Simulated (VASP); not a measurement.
Data:

```
CELL_PARAMETERS angstrom
      0.00000     2.29072     2.29072
      2.29072     0.00000     2.29072
      2.29072     2.29072     0.00000
ATOMIC_POSITIONS crystal
  Hf 0.00000 0.00000 0.00000
  C  0.50000 0.50000 0.50000
```

Computed with r2SCAN+rVV10, VASP's PBE PAW potentials (set 64) (plane waves; VASP). Run with 520 eV cut-off, 14×14×14 Γ-centred mesh, first-order Methfessel-Paxton smearing of 0.10 eV, potentials Hf_pv C.

Unless said otherwise, spin-orbit coupling is left out, though it shifts the bands of the heavy elements here.

Question: Predict the energy per atom (σ→0), pressure, band gap (on the k-mesh) with the smallest direct gap where there is one.

Answer: 
```json
{
 "band gap (on the k-mesh)": "none (metal, semimetal or under 0.01 eV)",
 "energy per atom (σ→0)": "-28.564 eV/atom",
 "pressure": "8.15 GPa"
}
```

The absolute energy has meaning only against runs of the same code, potentials and settings.

The compound is HfC in the rock salt structure. This cell is one point of a volume scan, at 0.97 of the reference volume.
